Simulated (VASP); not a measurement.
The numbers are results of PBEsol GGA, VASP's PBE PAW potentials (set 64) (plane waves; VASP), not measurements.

Gaps are without spin-orbit coupling.

Order these relaxed crystals by band gap, smallest first: CaO, Fm-3m (225); PbI2, P-3m1 (164); SiC, F-43m (216); Ge3PbSe4, Pm (6).

Ge3PbSe4, Pm (6) (0.48 eV), SiC, F-43m (216) (1.24 eV), PbI2, P-3m1 (164) (2.13 eV), CaO, Fm-3m (225) (3.53 eV)
